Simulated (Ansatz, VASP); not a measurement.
## Si2B2C in VASP and in Ansatz

File INCAR:

```
  PREC = Accurate
  ENCUT = 520
  EDIFF = 1E-6
  ISMEAR = 0
  SIGMA = 0.1
  LREAL = False
  LASPH = True
  NELM = 60
  ALGO = Normal
  ISIF = 2
  LWAVE = False
  LCHARG = True
  GGA = PE
  LELF = True
  LVHAR = True
  NBANDS = 29
```

The input KPOINTS:

```
Automatic mesh
0
Gamma
  6 6 2
```

File POSCAR:

```
Si2B2C
1.0
    3.2352230700      0.0000000000      0.0000000000
   -1.6176115300      2.8017853600      0.0000000000
    0.0000000000      0.0000000000     11.9508159300
Si B C
4 4 2
Direct
    0.6666666700      0.3333333300      0.5602570200
    0.6666666700      0.3333333300      0.9397429800
    0.3333333300      0.6666666700      0.4397429800
    0.3333333300      0.6666666700      0.0602570200
    0.6666666700      0.3333333300      0.4025490000
    0.6666666700      0.3333333300      0.0974510000
    0.3333333300      0.6666666700      0.9025490000
    0.3333333300      0.6666666700      0.5974510000
    0.0000000000      0.0000000000      0.7500000000
    0.0000000000      0.0000000000      0.2500000000
```

Input for Ansatz:

```yaml
crystal:
  lattice:
    - [3.23522307, 0.0, 0.0]
    - [-1.61761153, 2.80178536, 0.0]
    - [0.0, 0.0, 11.95081593]
  atoms:
    - { symbol: Si, position: [0.66666667, 0.33333333, 0.56025702] }
    - { symbol: Si, position: [0.66666667, 0.33333333, 0.93974298] }
    - { symbol: Si, position: [0.33333333, 0.66666667, 0.43974298] }
    - { symbol: Si, position: [0.33333333, 0.66666667, 0.06025702] }
    - { symbol: B, position: [0.66666667, 0.33333333, 0.402549] }
    - { symbol: B, position: [0.66666667, 0.33333333, 0.097451] }
    - { symbol: B, position: [0.33333333, 0.66666667, 0.902549] }
    - { symbol: B, position: [0.33333333, 0.66666667, 0.597451] }
    - { symbol: C, position: [0.0, 0.0, 0.75] }
    - { symbol: C, position: [0.0, 0.0, 0.25] }
basis:
  ecutwfc: 420
kpoints:
  mp_grid: { grid: [6, 6, 2] }
hamiltonian:
  xc: pbe
scf:
  occupations: { method: gaussian, width: 0.1 }
  lower_state_search: "off"
output:
  forces: true
  stress: true
  eigenvalues: true
```

Change from the starting cell: species swapped into the Ho2TeO2 type (P6_3/mmc, No. 194).

Alike in both runs: task single point; functional PBE; k mesh 6 × 6 × 2; occupations gaussian, width 0.1 eV; no spin polarisation.

|  | VASP | Ansatz |
| --- | --- | --- |
| version | VASP 6.6.1 | Ansatz 0.2.0 |
| potentials or method | VASP PAW PBE potentials, release 64 (Si, B, C) | scalar-relativistic, plane waves, PAW |
| plane-wave cutoff (eV) | 520 | 420 |
| valence electrons in the cell | 36 | 36 |

|  | VASP | Ansatz | Ansatz less VASP |
| --- | --- | --- | --- |
| gap on the k mesh at the Fermi level (eV) | none | none | - |
| pressure (GPa) | 23.8 | 23.9 | +0.14 |
| largest component of the traceless stress (GPa) | 0.48 | 0.44 | -0.044 |
| rms of the force components (eV/Å) | 2.369 | 2.376 | +0.0063 |

Atom by atom the forces differ by 0.007 eV/Å (rms over components). A gap of «none» marks a metal or a gap that the smearing closes. With one functional, cell and mesh, what is left measures potentials, basis and numerics.

Caveats: the k mesh is coarse (spacing up to 0.37 Å⁻¹), so the values aren't converged; so large a pressure means that the cell lies far from this level's equilibrium, or that cutoff or potentials fall short (VASP); forces of over 1 eV/Å show positions far from the minimum, so gaps and moduli don't describe the material at rest.
